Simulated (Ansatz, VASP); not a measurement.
# Zr2S2N (Zr2NS2 MXene monolayer): VASP beside Ansatz

Wanted: the spread between two codes on one cell, functional and k mesh. The cell is taken from a series of runs on this material, whose earlier steps may have relaxed, scaled, displaced or heated it; both programs get it as it stands.

Main program and level: Ansatz 0.2.0; plane waves, with VASP 6.6.1 beside it; single point at PBE with D3(BJ).

**1. Set-up**

The cell holds 5 atoms: 2 S, 2 Zr and 1 N. Cell: a = 3.409 Å, b = 3.409 Å, c = 23.724 Å, α = 90.0°, β = 90.0°, γ = 120.0°. Vacuum lies along c.

**2. VASP: single point, PBE with D3(BJ)**

With cell and atoms fixed, the geometry can't cause a difference; cores, projectors, grids and the points listed under the comparison can.

Lines of VASP's logs that name or quote its potential files are left out, and so is its time.

Contents of INCAR:

```
SYSTEM = Zr2S2N
PREC = Accurate
ENCUT = 520
EDIFF = 1E-06
NELM = 120
ISMEAR = -1
SIGMA = 0.02585
LREAL = .FALSE.
ALGO = Normal
GGA = PE
IVDW = 12
NBANDS = 26
LASPH = .TRUE.
LORBIT = 11
LWAVE = .FALSE.
LCHARG = .FALSE.
ISIF = 2
LDIPOL = .TRUE.
IDIPOL = 3
DIPOL = 0.5 0.5 0.5
LVHAR = .TRUE.
GGA_COMPAT = .FALSE.
NELMDL = -8
KPAR = 2
```

Contents of POSCAR:

```
Zr2S2N
1.0
    3.4088168459      0.0000000000      0.0000000000
   -1.7044084230      2.9521219854      0.0000000000
    0.0000000000      0.0000000000     23.7240374306
S Zr N
2 2 1
Direct
    0.3333333333      0.6666666667      0.3793620722
    0.6666666667      0.3333333333      0.6206379278
    0.6666666667      0.3333333333      0.4457794659
    0.3333333333      0.6666666667      0.5542205341
    0.0000000000      0.0000000000      0.5000000000
```

Contents of KPOINTS:

```
Automatic mesh
0
Gamma
18 18 1
0 0 0
```

The projector-augmented-wave data sets are S, Zr_sv and N (PBE family, release 64).

The run is started by

```bash
> mpirun -np 2 vasp_std
```

Numbers of over 12 decimals in the logs are rounded to 6 here.

The log of the run:

```text
[banner, memory and clock lines left out]
running    2 mpi-ranks, on    1 nodes
 distrk:  each k-point on    1 cores,    2 groups
 distr:  one band on    1 cores,    1 groups

 POSCAR found type information on POSCAR S ZrN
 POSCAR found :  3 types and       5 ions
 LDA part: xc-table for (Slater+PW92), standard interpolation
 POSCAR, INCAR and KPOINTS ok, starting setup
 FFT: planning ... GRIDC
 FFT: planning ... GRID_SOFT
 FFT: planning ... GRID
 WAVECAR not read
 entering main loop
       N       E                     dE             d eps       ncg     rms          rms(c)
DAV:   1     0.400299768576E+03    0.40030E+03   -0.19261E+04  2148   0.130E+03
DAV:   2    -0.217685006322E+01   -0.40248E+03   -0.39699E+03  2448   0.352E+02
DAV:   3    -0.437718227006E+02   -0.41595E+02   -0.40816E+02  3004   0.101E+02
DAV:   4    -0.464614764419E+02   -0.26897E+01   -0.26841E+01  3030   0.236E+01
DAV:   5    -0.466155573242E+02   -0.15408E+00   -0.15406E+00  2832   0.428E+00
DAV:   6    -0.466183314057E+02   -0.27741E-02   -0.27740E-02  2888   0.714E-01
DAV:   7    -0.466184250641E+02   -0.93658E-04   -0.93657E-04  2864   0.111E-01
DAV:   8    -0.466184274355E+02   -0.23714E-05   -0.23715E-05  2984   0.201E-02    0.266E+01
DAV:   9    -0.416378875348E+02    0.49805E+01   -0.27632E+01  2338   0.265E+01    0.126E+01
DAV:  10    -0.414623659814E+02    0.17552E+00   -0.34300E+00  2924   0.892E+00    0.594E+00
DAV:  11    -0.414182943012E+02    0.44072E-01   -0.47160E-01  2486   0.398E+00    0.880E-01
DAV:  12    -0.414184248255E+02   -0.13052E-03   -0.87933E-02  2888   0.158E+00    0.936E-01
DAV:  13    -0.414161537516E+02    0.22711E-02   -0.63278E-03  2822   0.500E-01    0.460E-01
DAV:  14    -0.414148412305E+02    0.13125E-02   -0.30780E-03  2746   0.321E-01    0.113E-01
[...]
DAV:  19    -0.414150623062E+02   -0.11255E-03   -0.13707E-05  2240   0.219E-02    0.602E-03
DAV:  20    -0.414151278190E+02   -0.65513E-04   -0.22407E-06  1938   0.993E-03    0.360E-03
DAV:  21    -0.414151595908E+02   -0.31772E-04   -0.13199E-06  1710   0.582E-03    0.302E-03
DAV:  22    -0.414151725381E+02   -0.12947E-04   -0.77772E-07  1654   0.341E-03    0.113E-03
DAV:  23    -0.414151791749E+02   -0.66368E-05   -0.27102E-07  1404   0.178E-03    0.609E-04
DAV:  24    -0.414151836368E+02   -0.44619E-05   -0.22109E-07  1432   0.148E-03    0.434E-04
DAV:  25    -0.414151873186E+02   -0.36818E-05   -0.19456E-07  1420   0.111E-03    0.374E-04
DAV:  26    -0.414151880556E+02   -0.73703E-06   -0.19044E-08  1136   0.495E-04
   1 F= -.42994327E+02 E0= -.42991644E+02  d E =-.536613E-02
```

Parts of OUTCAR (step 2):

```text
ion  position               nearest neighbor table
   1  0.333  0.667  0.379-   3 2.52   3 2.52   3 2.52
   2  0.667  0.333  0.621-   4 2.52   4 2.52   4 2.52
   3  0.667  0.333  0.446-   5 2.35   5 2.35   5 2.35   1 2.52   1 2.52   1 2.52   4 3.24   4 3.24
                             4 3.24
   4  0.333  0.667  0.554-   5 2.35   5 2.35   5 2.35   2 2.52   2 2.52   2 2.52   3 3.24   3 3.24
                             3 3.24
   5  0.000  0.000  0.500-   3 2.35   4 2.35   3 2.35   4 2.35   3 2.35   4 2.35

  LATTYP: Found a hexagonal cell.
 ALAT       =     3.4088168459
 C/A-ratio  =     6.9596104757

 Subroutine GETGRP returns: Found 12 space group operations
 (whereof 12 operations were pure point group operations)

The static configuration has the point symmetry D_3d.

 Found     37 irreducible k-points:

   k-points           NKPTS =     37   k-points in BZ     NKDIM =     37   number of bands    NBANDS=     26

   dimension x,y,z NGX =    28 NGY =   28 NGZ =  180
   dimension x,y,z NGXF=    56 NGYF=   56 NGZF=  360

   ENCUT  =  520.0 eV  38.22 Ry    6.18 a.u.   6.34  6.34 44.11*2*pi/ulx,y,z

   NELECT =      41.0000    total number of electrons

 k-points in reciprocal lattice and weights: Automatic mesh
   0.00000000  0.00000000  0.00000000       0.003
   0.05555556 -0.00000000  0.00000000       0.019
   0.11111111 -0.00000000  0.00000000       0.019
   0.16666667  0.00000000  0.00000000       0.019
   0.22222222 -0.00000000  0.00000000       0.019
   0.27777778  0.00000000  0.00000000       0.019
   0.33333333  0.00000000  0.00000000       0.019
   0.38888889  0.00000000  0.00000000       0.019
   0.44444444 -0.00000000  0.00000000       0.019
[...]
0.33333333  0.27777778  0.00000000       0.037
   0.33333333  0.33333333  0.00000000       0.006

 dipolmoment           0.000000      0.000000      0.000000 electrons x Angstroem

 average (electrostatic) potential at core
       1 -91.9037       2 -91.9037       3 -84.9703       4 -84.9703       5 -70.1764

 E-fermi :  -0.9477

 k-point     1 :       0.0000    0.0000    0.0000
  band No.  band energies     occupation
    ...
     16      -2.8321      2.00000
     17      -2.6888      2.00000
     18      -2.6888      2.00000
     19      -1.5636      2.00000
     20      -1.5636      2.00000
     21      -0.4374      0.00000
     22      -0.4374      0.00000
     23      -0.0178      0.00000
     24       0.9974      0.00000
     25       1.3876      0.00000
    ...

 k-point     2 :       0.0556   -0.0000    0.0000
  band No.  band energies     occupation
    ...
     16      -3.2324      2.00000
     17      -2.6865      2.00000
     18      -2.3973      2.00000
     19      -1.8629      2.00000
     20      -1.7062      2.00000
     21      -0.4282      0.00000
     22      -0.2784      0.00000
     23       0.0360      0.00000
     24       1.0946      0.00000
     25       1.3532      0.00000
    ...

 k-point     3 :       0.1111   -0.0000    0.0000
  band No.  band energies     occupation
    ...
     16      -3.7038      2.00000
     17      -2.6918      2.00000
     18      -2.4843      2.00000
     19      -2.2423      2.00000
     20      -1.9690      2.00000
     21      -0.6257      0.00001
     22       0.0305      0.00000
     23       0.2478      0.00000
     24       1.2024      0.00000
     25       1.4622      0.00000
    ...

 Edisp (eV)   -1.57914

  Total      -0.01660    -0.01660     0.01235     0.00000     0.00000     0.00000
  in kB      -0.11142    -0.11142     0.08290     0.00000     0.00000     0.00000
  external pressure =       -0.05 kB  Pullay stress =        0.00 kB

  energy-cutoff  :      520.00
  volume of cell :      238.74
      direct lattice vectors                 reciprocal lattice vectors
     3.408816846  0.000000000  0.000000000     0.293356917  0.169369695  0.000000000
    -1.704408423  2.952121985  0.000000000     0.000000000  0.338739390  0.000000000
     0.000000000  0.000000000 23.724037431     0.000000000  0.000000000  0.042151341

 POSITION                                       TOTAL-FORCE (eV/Angst)
 -----------------------------------------------------------------------------------
     -0.00000      1.96808      9.00000        -0.000000     -0.000000     -0.006011
      1.70441      0.98404     14.72404         0.000000      0.000000      0.006011
      1.70441      0.98404     10.57569        -0.000000      0.000000     -0.013067
     -0.00000      1.96808     13.14835         0.000000     -0.000000      0.013067
      0.00000      0.00000     11.86202         0.000000      0.000000      0.000000
 -----------------------------------------------------------------------------------
    total drift:                                0.000000     -0.000000      0.000000

  FREE ENERGIE OF THE ION-ELECTRON SYSTEM (eV)
  ---------------------------------------------------
  free  energy   TOTEN  =       -42.9943270589 eV

  energy  without entropy=      -42.9889609321  energy(sigma->0) =      -42.99164400

 vacuum level on the upper side and lower side of the slab         4.833         4.833

 total charge
# of ion       s       p       d       tot
------------------------------------------
    1        1.353   2.407   0.000   3.760
    2        1.353   2.407   0.000   3.760
    3        2.172   6.026   1.581   9.780
    4        2.172   6.026   1.581   9.780
    5        1.248   2.414   0.000   3.662
--------------------------------------------------
tot          8.299  19.280   3.162  30.741

[... 3 further parts left out ...]
```

This run has no spin polarisation. Its electron count is odd, so without a moment it is a metal by construction.

**3. Ansatz: single point, PBE with D3(BJ)**

Ansatz runs on its default PAW (the set named soft_2) files.

The same cell, functional, mesh and smearing now go to Ansatz, which takes its cutoff from its data sets.

Contents of input.yaml:

```yaml
crystal:
  lattice:
    - [3.4088168459, 0.0, 0.0]
    - [-1.704408423, 2.9521219854, 0.0]
    - [0.0, 0.0, 23.7240374306]
  atoms:
    - { symbol: S, position: [0.3333333333, 0.6666666667, 0.3793620722] }
    - { symbol: Zr, position: [0.6666666667, 0.3333333333, 0.4457794659] }
    - { symbol: "N", position: [0.0, 0.0, 0.5] }
    - { symbol: Zr, position: [0.3333333333, 0.6666666667, 0.5542205341] }
    - { symbol: S, position: [0.6666666667, 0.3333333333, 0.6206379278] }
kpoints:
  mp_grid: { grid: [18, 18, 1] }
  band_path:
    path: [[0, 0, 0], [0.5, 0, 0], [0.33333333, 0.33333333, 0], [0, 0, 0]]
    npoints: 16
hamiltonian:
  xc: pbe
  dispersion: d3bj
scf:
  occupations: { method: fermi_dirac, width: 0.02585 }
  convergence: { dr2_threshold: 1.0e-10 }
efield:
  axis: 3
  dipole_correction: true
  ramp_position: 0.97
  ramp_width: 0.06
  amplitude: 0
output:
  dos: { projected: true, e_range: [-6, 5] }
  bader: true
  write_potential: true
  write_density: true
  volumetric_format: npy
  elf: true
```

The run is started by

```bash
> ansatz run input.yaml --threads 4 --pin off --max-ram 6144MiB --backend cpu --events-out ev --progress --plain --runs-dir out
```

The log of the run:

```text
Engine: ansatz 0.2.0, x86_64-unknown-linux-gnu
Pseudopotentials: kind: paw
Pseudopotential: S, paw, valence charge 6, recommended cutoff 420 eV (normal), S.paw.azcp
Pseudopotential: Zr, paw, valence charge 12, recommended cutoff 420 eV (normal), Zr.paw.azcp
Pseudopotential: N, paw, valence charge 5, recommended cutoff 420 eV (normal), N.paw.azcp
Functional definition: PBE
  parameter kappa = 0.804
  parameter beta = 0.066725
  exchange = pbe_x(kappa = kappa, mu = beta*pi^2/3)
  correlation = pbe_c(beta = beta)
Crystal: 5 atoms, lattice volume = 238.741 Å³
Basis set: ecut = 420 eV, 4687 PW (Γ)
Bands: 26, of which v1, the nominal top of the filled ones, is band 21 counted from 1 (20 counted from 0)
Symmetry: 6 space group operations
k-points: 37 of 324 (time reversal used)
Non-local potential: S, projectors of the file, l = 0: 2, l = 1: 2, l = 2: 2
Non-local potential: Zr, projectors of the file, l = 0: 3, l = 1: 2, l = 2: 2, l = 3: 2
Non-local potential: N, projectors of the file, l = 0: 2, l = 1: 2, l = 2: 1
PAW form: soft (Blöchl's): semilocal exchange-correlation on the pseudo side does not see the compensation charge
PAW one-centre angular grid: S, 110 points (default); XC on 64 Gauss nodes
PAW one-centre angular grid: Zr, 590 points (default); XC on 64 Gauss nodes
PAW one-centre angular grid: N, 110 points (default); XC on 64 Gauss nodes
Initial density: superposition of atomic densities (neutral atoms: chi_scale 0, normalization atom), corrected by the library's trained network
Initial wavefunctions: pseudopotential atomic-orbital guess
Functional: x = pbe(κ = 0.804, μ = 0.219515), c = pbe(β = 0.066725)
SCF iter   1: F=—  HF=-10565.139341 eV  |F-HF|=—  |Δ(HF+E_count)|=         —  Δρ=2.91e-3  dr2=2.91e-2  ethr=1.77e-3  p=0.000 e·Å  D=6.68e-14 V/Å  ΔV_dip=-0.00 eV  dr2_dipole=7.50e-9  V_vac-E_F(+/−)=6.02/6.02 eV  ⟨swp⟩=8.7  Hψ=5236  notcnv=0
efield: sawtooth ramp at fractional position 0.9700 (set: `efield.ramp_position`, or a place that a band, a saddle search or an elastic batch's reference lends), width 0.0600; the density the first Hamiltonian is built on has a dipole p = 0.000 e·Å; the dipole correction subtracts the counter field D = 6.68e-14 V/Å, which shifts the + side's vacuum level by -0.00 eV against the − side's; the planar-averaged density in the ramp window peaks in size at 1.1e-5 e/Å³
preconditioner: auto → LDOS  [metal: Δε(μ)=0.017 eV  Ē_g=8.043 eV  σ=0.026 eV  W_gap=0.17  n_scr=14 (ndim 8)  ℏωp=12.0 eV  f_vac=0.616  D(μ)=2.76/eV (n_scr^D=10)  β→1.0]
SCF iter   2: F=—  HF=-10565.136690 eV  |F-HF|=—  |Δ(HF+E_count)|=   2.65e-3  Δρ=1.81e-3  dr2=6.57e-3  ethr=7.09e-5  p=0.000 e·Å  D=6.98e-6 V/Å  ΔV_dip=-0.00 eV  dr2_dipole=3.48e-9  V_vac-E_F(+/−)=5.81/5.81 eV  ⟨swp⟩=3.1  Hψ=2031  notcnv=0  defer=33
SCF iter   3: F=—  HF=-10565.136039 eV  |F-HF|=—  |Δ(HF+E_count)|=   6.51e-4  Δρ=4.23e-4  dr2=5.19e-4  ethr=1.60e-5  p=-0.000 e·Å  D=-1.18e-7 V/Å  ΔV_dip=0.00 eV  dr2_dipole=3.04e-10  V_vac-E_F(+/−)=5.81/5.81 eV  ⟨swp⟩=2.0  Hψ=1547  notcnv=0  defer=33
SCF iter   4: F=—  HF=-10565.136030 eV  |F-HF|=—  |Δ(HF+E_count)|=   9.20e-6  Δρ=6.39e-5  dr2=7.46e-6  ethr=1.27e-6  p=0.000 e·Å  D=1.56e-6 V/Å  ΔV_dip=-0.00 eV  dr2_dipole=3.13e-10  V_vac-E_F(+/−)=5.80/5.80 eV  ⟨swp⟩=2.9  Hψ=1454  notcnv=0  defer=33
SCF iter   5: F=—  HF=-10565.136033 eV  |F-HF|=—  |Δ(HF+E_count)|=   3.47e-6  Δρ=1.64e-5  dr2=6.78e-7  ethr=1.82e-8  p=0.000 e·Å  D=4.65e-7 V/Å  ΔV_dip=-0.00 eV  dr2_dipole=7.87e-11  V_vac-E_F(+/−)=5.80/5.80 eV  ⟨swp⟩=2.1  Hψ=1620  notcnv=0  defer=33
SCF iter   6: F=—  HF=-10565.135942 eV  |F-HF|=—  |Δ(HF+E_count)|=   9.14e-5  Δρ=4.86e-6  dr2=6.99e-8  ethr=1.65e-9  p=0.000 e·Å  D=5.75e-7 V/Å  ΔV_dip=-0.00 eV  dr2_dipole=4.01e-11  V_vac-E_F(+/−)=5.79/5.79 eV  ⟨swp⟩=2.4  Hψ=1632  notcnv=0  defer=33
SCF iter   7: F=—  HF=-10565.135942 eV  |F-HF|=—  |Δ(HF+E_count)|=   3.03e-8  Δρ=1.27e-6  dr2=5.91e-9  ethr=1.71e-10  p=0.000 e·Å  D=2.03e-7 V/Å  ΔV_dip=-0.00 eV  dr2_dipole=1.04e-11  V_vac-E_F(+/−)=5.79/5.79 eV  ⟨swp⟩=2.1  Hψ=1627  notcnv=0  defer=33
SCF iter   8: F=—  HF=-10565.135942 eV  |F-HF|=—  |Δ(HF+E_count)|=   2.71e-9  Δρ=4.26e-7  dr2=1.01e-9  ethr=1.44e-11  p=0.000 e·Å  D=1.75e-7 V/Å  ΔV_dip=-0.00 eV  dr2_dipole=4.19e-12  V_vac-E_F(+/−)=5.79/5.79 eV  ⟨swp⟩=3.2  Hψ=2140  notcnv=0  defer=33
SCF iter   9: F=-10565.135942 eV  HF=-10565.135942 eV  |F-HF|=4.37e-11  |Δ(HF+E_count)|=  4.98e-10  Δρ=1.21e-7  dr2=5.46e-11  ethr=1.00e-12  p=0.000 e·Å  D=7.85e-8 V/Å  ΔV_dip=-0.00 eV  dr2_dipole=1.08e-12  V_vac-E_F(+/−)=5.79/5.79 eV  ⟨swp⟩=7.7  Hψ=3448  notcnv=0
SCF 1 converged in 9 iterations: F = -10565.135942 eV  dr2 = 5.46e-11
  greatest PAW one-centre occupation: 0.995 electrons in one spin orbital (limit 2), on the Zr atom at site 1 (counted from 0), in its partial waves of l = 0
NSCF: frozen V_eff on 49 k-points
efield: sawtooth ramp at fractional position 0.9700 (kept from the solve that this one continues, or follows in the run), width 0.0600; the density the first Hamiltonian is built on has a dipole p = 0.000 e·Å; the dipole correction subtracts the counter field D = 7.85e-8 V/Å, which shifts the + side's vacuum level by -0.00 eV against the − side's; the planar-averaged density in the ramp window peaks in size at 1.6e-7 e/Å³
WARN: The output density's exchange-correlation potential varies sharply where the density is thin. Do not read a vacuum level from v_tot or v_xc, or from such a field of the output density. On a cell that repeats whose density bears no net charge and no dipole along the vacuum's axis use v_es (v_loc + v_h of the components); under efield.dipole_correction with no amplitude use v_es + v_field, which holds any externa [...]
SCF converged after 9 iterations
Free energy (F): -10565.135942 eV
Harris-Foulkes:  -10565.135942 eV  (|F-HF|=4.37e-11)
Internal energy: -10565.130569 eV  (E = F + TS)
E sigma→0 (E₀):  -10565.133255 eV
Entropy (-TS):   -0.005373 eV (-1.075 meV/atom)
Fermi energy:    0.312213 eV
Dipole field:    D = -0.000001 V/Å  (p = -0.000002 e·Å, saw-weighted, corrected)
Work function:   Φ+ = 5.7946 eV   Φ− = 5.7946 eV
Levels:          The Fermi level and band energies are counted from a zero that moves with the ramp; work functions are not
--- Per-component energies (eV) ---
  E_band       = -649.936341
  E_kinetic    = 1014.182766
  E_local      = -32778.718675  (includes V_loc(G=0)·N_el)
  E_nonlocal   = 258.462784
  E_hartree    = 15840.823042
  E_xc         = -581.322392
  E_vxc        = -637.956352  (∫ρ·V_xc dr)
  E_paw        = -7234.271817  (= ΣΔE_a)
  E_vpaw       = -187.552669  (= ΣTr[D̂ρ^β])
  E_aug_tail   = 0.000139  (compensation charges beyond the density's cutoff)
  E_efield     = 0.000000  (sawtooth field / dipole correction)
  E_vefield    = 0.000000  (∫n·V_field dr)
  E_ewald      = 12917.292911
  E_disp       = -1.579327  (pairwise vdW)
  E_smearing   = -0.005373  (= −TS)
  E_closure    = -0.000000  (closes the sum)
  Σ components = -10565.135942   (vs F -10565.135942, Δ=0.00e0)
--- Band table (eV; the first three rows and the last of 37) ---
  k-point 0: bands = [... 17 lower, -1.4322, -0.3047, -0.3047, 0.8192, 0.8192, 1.2426, 2.2568, 2.6412, ... 1 higher]
  k-point 1: bands = [... 17 lower, -1.1372, -0.6042, -0.4476, 0.8293, 0.9785, 1.2955, 2.3535, 2.6074, ... 1 higher]
  k-point 2: bands = [... 17 lower, -1.2254, -0.9794, -0.7108, 0.6328, 1.2876, 1.5060, 2.4590, 2.7187, ... 1 higher]
  k-point 36: bands = [... 17 lower, -2.5719, -2.3552, -2.3552, 1.7329, 1.7329, 2.1997, 3.7594, 3.7594, ... 1 higher]
--- Bader charges: 5 sites ---
  site symbol  charge [e]  shift [e]
     0      S     -0.9999     0.0007
     1     Zr      1.9245     0.0012
     2      N     -1.8492     0.0010
     3     Zr      1.9245     0.0012
     4      S     -0.9999     0.0007
  estimated error of the sums over rays = 7.0e-4 e
```

Reading the cycles: dr2 is the Hartree energy of the density residual (eV), the measure of convergence; HF is the Harris–Foulkes estimate of the energy, which meets the free energy F at convergence.

**4. Side by side**

Known differences besides the potentials themselves: the cutoff is 420 eV in Ansatz and 520 eV in VASP. Total energies have different zeros and are not compared.

The two programs side by side:

```csv
quantity,Ansatz,VASP,difference
"work function, lower of the two faces (eV)",5.79,5.78,+0.01
"work function, higher of the two faces (eV)",5.79,5.78,+0.01
```

With vacuum in the cell, a pressure given here is an average over mostly empty space and none of the material.

**5. Results**

```
difference in work function, higher of the two faces (single point, PBE with D3(BJ)) : 0.014 eV
```

In words: The difference in work function, higher of the two faces is 0.014 eV (single point, PBE with D3(BJ)). How closely two codes agree says nothing of how well the functional describes the real material.

[Lines on the potential files, build, host, timing and source positions are cut from VASP's logs without a mark.]

[Logs are printed without paths, hosts, clocks, repeated set-up lines and the standing remarks that a program may print on its own settings, such as how far it seeks lower states.]

[Hosts, paths, dates, database ids (printed as entryN), source tags and the programs' standing remarks are cut or masked in the printed files.]
